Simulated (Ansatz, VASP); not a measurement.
## Os (Osmium): VASP beside Ansatz

One calculation is typed for both programs; each brings its own data sets. How far apart do they land? The cell is taken from a series of runs on this material, whose earlier steps may have relaxed, scaled, displaced or heated it; both programs get it as it stands.

Calculated with Ansatz 0.2.0; plane waves, with VASP 6.6.1 beside it; zone-centre phonons at LDA.

### 1. Set-up

The structure is hexagonal, space group P6_3/mmc (No. 194). The conventional cell has a = 2.715 Å, b = 2.715 Å, c = 4.291 Å, α = 90.00°, β = 90.00°, γ = 120.00°. Nearest to Os lie 12 Os at 2.66 to 2.72 Å.

### 2. Ansatz: zone-centre phonons, LDA

Ansatz runs on its PAW soft_1 files.

Second derivatives magnify differences that forces hide, and they need a tight electronic threshold.

input.yaml

```yaml
crystal:
  lattice:
    - [2.7152564569, 0.0, 0.0]
    - [-1.3576282284, 2.3514810695, 0.0]
    - [0.0, 0.0, 4.2908647587]
  atoms:
    - { symbol: Os, position: [0.3333333333, 0.6666666667, 0.25] }
    - { symbol: Os, position: [0.6666666667, 0.3333333333, 0.75] }
kpoints:
  mp_grid: { grid: [18, 18, 12] }
hamiltonian:
  xc: lda
  pseudopotentials: { kind: paw, azcp: { folder: soft_1 }, xc_functional: pbe }
scf:
  occupations: { method: methfessel_paxton, width: 0.2 }
output:
  eigenvalues: true
phonons:
  method: dfpt
```

The run is started by

```console
$ ansatz run input.yaml --threads 4 --pin off --max-ram 10240MiB --backend cpu --events-out ev --progress --plain --runs-dir out
```

Numbers of over 12 decimals in the logs are rounded to 6 here.

The program printed:

```text
zone centre: on kpoints.mp_grid the ground state, and the responses unless they are solved on pairs of k-points, stand on 637 of the mesh's 3888 k-points, reduced under 4 symmetry operations, with k and −k counted as one. Each operation leaves every solved displacement unchanged or reverses it
Engine: ansatz 0.2.0, aarch64-unknown-linux-gnu
Pseudopotentials: kind: paw
Pseudopotential: Os, paw, valence charge 16, recommended cutoff 420 eV (normal), soft_1/Os.paw.azcp
Functional definition: SPW92
  exchange = slater_x
  correlation = pw_c
Crystal: 2 atoms, lattice volume = 27.397 Å³
Basis set: ecut = 420 eV, 537 PW (Γ), exchange–correlation on 40×40×60 points (8 copies of the dense FFT grid, shifted against one another)
Bands: 20, of which v1, the nominal top of the filled ones, is band 16 counted from 1 (15 counted from 0)
Symmetry: 24 space group operations
k-points: 637 of 3888 (irreducible under 4 space group operations, time reversal used)
Non-local potential: Os, projectors of the file, l = 0: 3, l = 1: 2, l = 2: 2, l = 3: 1
PAW form: soft (Blöchl's): semilocal exchange-correlation on the pseudo side does not see the compensation charge
PAW frozen core: Os, regenerated for the run's functional, and the local potential with it (the file was generated under x = pbe(κ = 0.804, μ = 0.219515), c = pbe(β = 0.066725))
PAW one-centre angular grid: Os, 590 points (default); XC on 64 Gauss nodes
Initial density: superposition of atomic densities (chi_scale 0.1, normalization cell)
Initial wavefunctions: pseudopotential atomic-orbital guess
Functional: x = slater, c = lda
SCF iter   1: F=—  HF=-22239.401447 eV  |F-HF|=—  |Δ(HF+E_count)|=         —  Δρ=6.10e-2  dr2=8.33e-1  ethr=3.10e-3  ⟨swp⟩=5.0  Hψ=116285  notcnv=0  defer=44
automatic band count: the SCF goes on with 24 bands, as 20 were too few: they end inside the smearing window of the response
preconditioner: auto → none  [metal: Δε(μ)=0.027 eV  Ē_g=12.339 eV  σ=0.200 eV  W_gap=0.11  n_scr=8 (ndim 8)  ℏωp=28.4 eV  f_vac=0.000  D(μ)=1.22/eV (n_scr^D=8)  sad-step TF]
SCF iter   2: F=—  HF=-22239.174787 eV  |F-HF|=—  |Δ(HF+E_count)|=   2.27e-1  S|Δr|=    0.00e0  Δρ=3.56e-2  dr2=2.76e-1  ethr=2.60e-3  ⟨swp⟩=2.0  Hψ=22898  notcnv=0  defer=431
SCF iter   3: F=—  HF=-22239.071022 eV  |F-HF|=—  |Δ(HF+E_count)|=   1.04e-1  S|Δr|=    0.00e0  Δρ=1.65e-3  dr2=3.93e-4  ethr=8.64e-4  ⟨swp⟩=2.0  Hψ=21649  notcnv=0  defer=431
SCF iter   4: F=—  HF=-22239.070711 eV  |F-HF|=—  |Δ(HF+E_count)|=   3.11e-4  S|Δr|=    0.00e0  Δρ=2.20e-4  dr2=5.27e-6  ethr=1.23e-6  ⟨swp⟩=2.2  Hψ=22401  notcnv=0  defer=633
SCF iter   5: F=—  HF=-22239.070708 eV  |F-HF|=—  |Δ(HF+E_count)|=   3.14e-6  S|Δr|=    0.00e0  Δρ=4.76e-5  dr2=3.79e-7  ethr=1.65e-8  ⟨swp⟩=2.5  Hψ=24062  notcnv=0  defer=633
SCF iter   6: F=—  HF=-22239.070715 eV  |F-HF|=—  |Δ(HF+E_count)|=   6.94e-6  S|Δr|=    0.00e0  Δρ=7.21e-6  dr2=7.90e-9  ethr=1.18e-9  ⟨swp⟩=2.5  Hψ=21673  notcnv=0  defer=752
SCF iter   7: F=—  HF=-22239.070715 eV  |F-HF|=—  |Δ(HF+E_count)|=   1.90e-9  S|Δr|=    0.00e0  Δρ=1.32e-6  dr2=9.06e-11  ethr=2.47e-11  ⟨swp⟩=2.2  Hψ=21805  notcnv=0  defer=752
SCF iter   8: F=-22239.070715 eV  HF=-22239.070715 eV  |F-HF|=1.09e-11  |Δ(HF+E_count)|=  1.09e-10  S|Δr|=    0.00e0  Δρ=1.36e-7  dr2=2.77e-12  ethr=1.00e-12  ⟨swp⟩=9.8  Hψ=69945  notcnv=0
SCF 1 converged in 8 iterations: F = -22239.070715 eV  dr2 = 2.77e-12
  greatest PAW one-centre occupation: 1.000 electrons in one spin orbital (limit 2), on the Os atom at site 1 (counted from 0), in its partial waves of l = 0
DFPT response loops at Γ: preconditioner auto → Kerker (q_TF=auto, 2.800 Å⁻¹) (partly filled bands, converged f_vac=0.000); β = 1.00, the filter's whole step (`scf.mixing.beta` (0.50) is not read by the response loops under this deck's `scf.mixing.preconditioner`; to damp them name `kerker` or `kerker_dos`, under which they read `scf.mixing.beta`, and type it under 1.00, their step now; both keys bind the ground state too); Broyden in place of MSR1
SCF converged after 8 iterations
Stability not checked: this state was not tested for a lower state beside it, because cold or Methfessel-Paxton smearing, or corrected tetrahedra, fill the levels in a way that the test cannot read (fill_not_monotonic; see scf.lower_state_search)
Free energy (F): -22239.070715 eV
Harris-Foulkes:  -22239.070715 eV  (|F-HF|=1.09e-11)
Internal energy: -22239.070922 eV  (E = F + TS)
E sigma→0 (E₀):  -22239.070767 eV
Entropy (-TS):   0.000207 eV (0.104 meV/atom)
Fermi energy:    26.299755 eV
--- Per-component energies (eV) ---
  E_band       = -122.666972
  E_kinetic    = 987.764984
  E_local      = -1796.138654  (includes V_loc(G=0)·N_el)
  E_nonlocal   = 405.875292
  E_hartree    = 642.689239
  E_xc         = -466.620699
  E_vxc        = -494.235694  (∫ρ·V_xc dr)
  E_paw        = -17564.437664  (= ΣΔE_a)
  E_vpaw       = -511.312304  (= ΣTr[D̂ρ^β])
  E_aug_tail   = 0.000853  (compensation charges beyond the density's cutoff)
  E_ewald      = -4448.929918
  E_core_change = 0.725646  (= ΣΔE_core)
  E_smearing   = 0.000207  (= −TS)
  E_closure    = 0.000000  (closes the sum)
  Σ components = -22239.070715   (vs F -22239.070715, Δ=0.00e0)
--- Band table (eV; the first three rows and the last of 637) ---
  k-point 0: bands = [... 12 lower, 23.3982, 24.0086, 24.0086, 24.6889, 24.6889, 26.4012, 28.0482, 28.0482, ... 4 higher]
  k-point 1: bands = [... 12 lower, 23.3455, 23.9483, 23.9483, 24.8296, 24.8296, 26.0971, 28.0629, 28.0629, ... 4 higher]
  k-point 2: bands = [... 12 lower, 23.1982, 23.7856, 23.7856, 25.1886, 25.1886, 25.3390, 28.0824, 28.0824, ... 4 higher]
  k-point 636: bands = [... 12 lower, 22.8079, 22.8079, 24.6054, 24.6054, 28.6607, 28.6607, 31.3131, 31.3131, ... 4 higher]
--- Phonons (Γ-DFPT): 2 representative perturbations + reference, on 637 of 3888 k-points (Σ response iterations 4) ---
  k mesh reduced under 4 symmetry operations, with k and −k counted as one. Each operation leaves every solved displacement unchanged or reverses it
  ASR residual: 1.042e-4 → 0.000e0 eV/Å²; symmetrization residual: 8.591e-10 eV/Å²
  ASR residual per site (eV/Å²): 1.04e-4 1.04e-4
  Γ frequencies (cm⁻¹): 0.00 0.00 0.00 168.51 168.51 228.83
  non-analytic LO–TO correction: not included (Born effective charges unavailable; polar crystals: no LO–TO splitting at Γ)
```

### 3. VASP: zone-centre phonons, LDA

The same cell, functional (in two slightly different forms), mesh and smearing now go to VASP, with its own data sets.

Lines of VASP's logs that name or quote its potential files are left out, and so is its time.

INCAR

```
SYSTEM = Os
PREC = Accurate
ENCUT = 600
EDIFF = 1E-08
NELM = 120
ISMEAR = 1
SIGMA = 0.2
LREAL = .FALSE.
ALGO = Normal
GGA = CA
NBANDS = 14
LASPH = .TRUE.
LORBIT = 11
LWAVE = .FALSE.
LCHARG = .FALSE.
ISIF = 2
IBRION = 8
GGA_COMPAT = .FALSE.
KPAR = 2
```

POSCAR

```
Os
1.0
    2.7152564569      0.0000000000      0.0000000000
   -1.3576282284      2.3514810695      0.0000000000
    0.0000000000      0.0000000000      4.2908647587
Os
2
Direct
    0.3333333333      0.6666666667      0.2500000000
    0.6666666667      0.3333333333      0.7500000000
```

KPOINTS

```
Automatic mesh
0
Gamma
18 18 12
0 0 0
```

The projector-augmented-wave data sets are Os (LDA family, release 64).

The run is started by

```console
$ mpirun -np 2 vasp_std
```

The program printed:

```text
[banner, memory and clock lines left out]
running    2 mpi-ranks, on    1 nodes
 distrk:  each k-point on    1 cores,    2 groups
 distr:  one band on    1 cores,    1 groups

 POSCAR found type information on POSCAR Os
 POSCAR found :  1 types and       2 ions
 LDA part: xc-table for (Slater(with rela. corr.)+CA(PZ))
 , standard interpolation
 POSCAR, INCAR and KPOINTS ok, starting setup
 FFT: planning ... GRIDC
 FFT: planning ... GRID_SOFT
 FFT: planning ... GRID
 WAVECAR not read
 entering main loop
       N       E                     dE             d eps       ncg     rms          rms(c)
DAV:   1     0.112089811932E+03    0.11209E+03   -0.82929E+03  7252   0.123E+03
DAV:   2    -0.209033535033E+02   -0.13299E+03   -0.11747E+03  7444   0.362E+02
DAV:   3    -0.268314229254E+02   -0.59281E+01   -0.56452E+01  9546   0.671E+01
DAV:   4    -0.268962285342E+02   -0.64806E-01   -0.64068E-01  7864   0.704E+00
DAV:   5    -0.268965569178E+02   -0.32838E-03   -0.32837E-03  9502   0.465E-01    0.341E+01
DAV:   6    -0.256615890046E+02    0.12350E+01   -0.11554E+00  8908   0.962E+00    0.151E+01
DAV:   7    -0.253212025915E+02    0.34039E+00   -0.70696E-01  9130   0.735E+00    0.885E-01
DAV:   8    -0.253125895262E+02    0.86131E-02   -0.70563E-03  7372   0.658E-01    0.361E-01
DAV:   9    -0.253105315725E+02    0.20580E-02   -0.15236E-03  8758   0.400E-01    0.519E-02
DAV:  10    -0.253105387754E+02   -0.72029E-05   -0.26084E-05  8938   0.405E-02    0.151E-02
DAV:  11    -0.253105317570E+02    0.70184E-05   -0.21212E-06  8446   0.174E-02    0.113E-03
DAV:  12    -0.253105316616E+02    0.95412E-07   -0.60183E-08  8788   0.255E-03    0.144E-04
DAV:  13    -0.253105316610E+02    0.58208E-09   -0.15407E-09  5372   0.413E-04
   1 F= -.25310532E+02 E0= -.25310586E+02  d E =0.162248E-03
 Linear response reoptimize wavefunctions to high precision
DAV:   1    -0.253105316607E+02    0.28467E-09   -0.14846E-10  5300   0.121E-04
DAV:   2    -0.253105316607E+02    0.17053E-10   -0.13507E-11  4244   0.423E-05
 Linear response DOF=           2
 Linear response progress:
  Degree of freedom:   1/  2
       N       E                     dE             d eps       ncg     rms          rms(c)
RMM:   1    -0.196974942956E+00   -0.19697E+00   -0.11202E-01 53871   0.253E+00
RMM:   2    -0.193443420533E+00    0.35315E-02   -0.17289E-03 45017   0.512E-01    0.154E-01
RMM:   3    -0.192255228998E+00    0.11882E-02   -0.51081E-04 50212   0.154E-01    0.863E-02
RMM:   4    -0.191624549237E+00    0.63068E-03   -0.75457E-04 50702   0.183E-01    0.115E-02
RMM:   5    -0.191693506148E+00   -0.68957E-04   -0.13059E-05 52004   0.267E-02    0.377E-03
RMM:   6    -0.191677005602E+00    0.16501E-04   -0.11889E-06 51936   0.735E-03    0.134E-03
RMM:   7    -0.191673043256E+00    0.39623E-05   -0.51059E-08 53244   0.178E-03    0.790E-04
RMM:   8    -0.191669773146E+00    0.32701E-05   -0.44526E-08 52369   0.103E-03    0.884E-05
RMM:   9    -0.191669486129E+00    0.28702E-06    0.50617E-09 53910   0.200E-04    0.221E-05
RMM:  10    -0.191669346714E+00    0.13941E-06   -0.18399E-08 52870   0.667E-05    0.400E-06
RMM:  11    -0.191669331703E+00    0.15011E-07   -0.27191E-08 53656   0.533E-05    0.112E-06
RMM:  12    -0.191669337207E+00   -0.55042E-08   -0.26947E-08 44068   0.496E-05    0.347E-07
 first order change of Fermi-energy  -0.13337E-04
 force on displaced ion       1 direction 1 :  -9.857   0.001   0.000
 Linear response progress:
  Degree of freedom:   2/  2
       N       E                     dE             d eps       ncg     rms          rms(c)
RMM:   1    -0.252062771382E+00   -0.25206E+00   -0.14070E-01 19069   0.267E+00
RMM:   2    -0.243699876636E+00    0.83629E-02   -0.56450E-03 15113   0.717E-01    0.186E-01
RMM:   3    -0.243091028707E+00    0.60885E-03   -0.70125E-04 17721   0.148E-01    0.104E-01
RMM:   4    -0.243194955209E+00   -0.10393E-03   -0.43311E-04 17783   0.146E-01    0.122E-02
RMM:   5    -0.243251630295E+00   -0.56675E-04    0.14874E-05 18311   0.182E-02    0.590E-03
RMM:   6    -0.243260531800E+00   -0.89015E-05    0.90326E-06 18037   0.389E-03    0.412E-03
RMM:   7    -0.243276216220E+00   -0.15684E-04    0.11864E-06 18212   0.399E-03    0.433E-04
RMM:   8    -0.243274349110E+00    0.18671E-05   -0.40590E-07 18389   0.605E-04    0.149E-04
RMM:   9    -0.243273033756E+00    0.13154E-05    0.25127E-09 18478   0.219E-04    0.268E-05
RMM:  10    -0.243273037041E+00   -0.32845E-08    0.78006E-08 17459   0.964E-05    0.351E-06
 first order change of Fermi-energy   0.10423E-03
 force on displaced ion       1 direction 3 :   0.000  -0.000 -18.089
 Linear response finished
```

From OUTCAR (step 3):

```text
ion  position               nearest neighbor table
   1  0.333  0.667  0.250-   2 2.66   2 2.66   2 2.66   2 2.66   2 2.66   2 2.66
   2  0.667  0.333  0.750-   1 2.66   1 2.66   1 2.66   1 2.66   1 2.66   1 2.66

  LATTYP: Found a hexagonal cell.
 ALAT       =     2.7152564569
 C/A-ratio  =     1.5802797367

 Subroutine GETGRP returns: Found 24 space group operations
 (whereof 12 operations were pure point group operations)

The static configuration has the point symmetry D_3d.
 The point group associated with its full space group is D_6h.

 Found    259 irreducible k-points:

   k-points           NKPTS =    259   k-points in BZ     NKDIM =    259   number of bands    NBANDS=     14

   dimension x,y,z NGX =    24 NGY =   24 NGZ =   36
   dimension x,y,z NGXF=    48 NGYF=   48 NGZF=   72

   ENCUT  =  600.0 eV  44.10 Ry    6.64 a.u.   5.42  5.42  8.57*2*pi/ulx,y,z

   NELECT =      16.0000    total number of electrons

 k-points in reciprocal lattice and weights: Automatic mesh
   0.00000000  0.00000000  0.00000000       0.000
   0.05555556  0.00000000  0.00000000       0.002
   0.11111111  0.00000000  0.00000000       0.002
   0.16666667  0.00000000  0.00000000       0.002
   0.22222222  0.00000000  0.00000000       0.002
   0.27777778  0.00000000  0.00000000       0.002
   0.33333333  0.00000000  0.00000000       0.002
   0.38888889 -0.00000000  0.00000000       0.002
   0.44444444  0.00000000  0.00000000       0.002
[...]
0.33333333  0.27777778  0.50000000       0.003
   0.33333333  0.33333333  0.50000000       0.001

 average (electrostatic) potential at core
       1 -43.2279       2 -43.2279

  Total        0.2117990      0.2117990      0.1888285      0.0000000     -0.0000000     -0.0000000
  in kB       12.3861785     12.3861785     11.0428459      0.0000000     -0.0000000     -0.0000000
  external PRESSURE =      11.9384009 kB  Pullay stress =       0.0000000 kB

  energy-cutoff  :      600.00
  volume of cell :       27.40
      direct lattice vectors                 reciprocal lattice vectors
     2.715256457  0.000000000  0.000000000     0.368289337  0.212631948  0.000000000
    -1.357628228  2.351481070  0.000000000     0.000000000  0.425263896  0.000000000
     0.000000000  0.000000000  4.290864759     0.000000000  0.000000000  0.233053255

 POSITION                                       TOTAL-FORCE (eV/Angst)
 -----------------------------------------------------------------------------------
     -0.00000      1.56765      1.07272         0.000000      0.000000      0.000000
      1.35763      0.78383      3.21815         0.000000     -0.000000      0.000000
 -----------------------------------------------------------------------------------
    total drift:                                0.000000     -0.000000     -0.000000

 Eigenvectors and eigenvalues of the dynamical matrix
 ----------------------------------------------------

   1 f  =    6.818230 THz    42.840204 2PiTHz  227.431682 cm-1    28.197922 meV
             X         Y         Z           dx          dy          dz
     -0.000000  1.567654  1.072716     0.000000    0.000000   -0.707107
      1.357628  0.783827  3.218149     0.000000    0.000000    0.707107

   2 f  =    5.033114 THz    31.623991 2PiTHz  167.886627 cm-1    20.815279 meV
             X         Y         Z           dx          dy          dz
     -0.000000  1.567654  1.072716     0.327083    0.626911    0.000000
      1.357628  0.783827  3.218149    -0.327083   -0.626911    0.000000

   3 f  =    5.033114 THz    31.623991 2PiTHz  167.886627 cm-1    20.815279 meV
             X         Y         Z           dx          dy          dz
     -0.000000  1.567654  1.072716     0.626911   -0.327083   -0.000000
      1.357628  0.783827  3.218149    -0.626911    0.327083   -0.000000

   4 f/i=    0.000000 THz     0.000000 2PiTHz    0.000000 cm-1     0.000000 meV
             X         Y         Z           dx          dy          dz
     -0.000000  1.567654  1.072716     0.293292   -0.597689    0.238217
      1.357628  0.783827  3.218149     0.293292   -0.597689    0.238217

   5 f/i=    0.000000 THz     0.000000 2PiTHz    0.000002 cm-1     0.000000 meV
             X         Y         Z           dx          dy          dz
     -0.000000  1.567654  1.072716     0.422462   -0.018571   -0.566728
      1.357628  0.783827  3.218149     0.422462   -0.018571   -0.566728

   6 f/i=    0.000000 THz     0.000000 2PiTHz    0.000002 cm-1     0.000000 meV
             X         Y         Z           dx          dy          dz
     -0.000000  1.567654  1.072716     0.485289    0.377389    0.349388
      1.357628  0.783827  3.218149     0.485289    0.377389    0.349388

 ELASTIC MODULI CONTR FROM IONIC RELAXATION (kBar)
 Direction    XX          YY          ZZ          XY          YZ          ZX
 --------------------------------------------------------------------------------
 XX         -36.4990     36.4990      0.0000     -0.0000      0.0000      0.0000
 YY          36.4990    -36.4990      0.0000     -0.0000      0.0000      0.0000
 ZZ           0.0000      0.0000     -0.0000      0.0000      0.0000      0.0000
 XY          -0.0000     -0.0000      0.0000    -36.4990      0.0000      0.0000
 YZ           0.0000      0.0000      0.0000      0.0000      0.0000      0.0000
 ZX           0.0000      0.0000      0.0000      0.0000      0.0000      0.0000
 --------------------------------------------------------------------------------
```

### 4. Side by side

Known differences besides the potentials themselves: the two LDA forms differ slightly; the data sets hold 32 valence electrons in Ansatz (on its PAW soft_1 files) and 16 in VASP; the cutoff is 420 eV in Ansatz and 600 eV in VASP; VASP's log shows a relativistic correction to its local exchange, Ansatz's none. Total energies have different zeros and are not compared.

The two programs side by side:

```csv
quantity,Ansatz,VASP,difference
optical mode 1 to 2 (cm⁻¹),168.5,167.9,+0.37 %
optical mode 3 (cm⁻¹),228.8,227.4,+0.61 %
```

Modes are paired by rising frequency, not by their patterns, so a pair may set unlike modes beside each other; they are those without the splitting of longitudinal modes.

### 5. Summary of results

| Quantity | Value |
| --- | --- |
| r.m.s. difference of the optical zone-centre modes, each program's sorted by frequency (zone-centre phonons, LDA) | 0.95 cm⁻¹ |
| difference in optical mode 3 (zone-centre phonons, LDA) | +0.6 % |

**Reading.** The r.m.s. difference of the optical zone-centre modes, each program's sorted by frequency is 0.95 cm⁻¹ (zone-centre phonons, LDA). The data sets hold unlike numbers of valence electrons (32 in Ansatz and 16 in VASP), so part of the differences comes from the potentials. Among the rows given in per cent, the largest difference of the zone-centre phonons, LDA pair is in optical mode 3, +0.6 %. How closely two codes agree says nothing of how well the functional describes the real material.

[Lines on the potential files, build, host, timing and source positions are cut from VASP's logs without a mark.]

[Logs are printed without paths, hosts, clocks, repeated set-up lines and the standing remarks that a program may print on its own settings, such as how far it seeks lower states.]

[Hosts, paths, dates, database ids (printed as entryN), source tags and the programs' standing remarks are cut or masked in the printed files.]
